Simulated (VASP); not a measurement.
Here is the system:

```
Al3Sc
1.0
    4.07920     0.00000     0.00000
    0.00000     4.07920     0.00000
    0.00000     0.00000     4.07920
Sc Al
1 3
Direct
  0.00000   0.00000   0.00000
  0.00000   0.50000   0.50000
  0.50000   0.00000   0.50000
  0.50000   0.50000   0.00000
```

Level of theory: r2SCAN+rVV10, VASP's PBE PAW potentials (set 64) (plane waves; VASP). Run with 520 eV cut-off, 9×9×9 Γ-centred mesh, tetrahedra with Blöchl corrections, potentials Sc_sv Al.

Problem. Predict the energy per atom (σ→0), band gap (over mesh and band path) with the smallest direct gap where there is one.

Solution. 
```yaml
band gap (over mesh and band path): none (metal, semimetal or under 0.01 eV)
energy per atom (σ→0): -8.264 eV/atom
```

Total energies compare only between runs with the same potentials, cut-off and functional.

The compound is Al3Sc in the L1_2 structure. It was relaxed first.
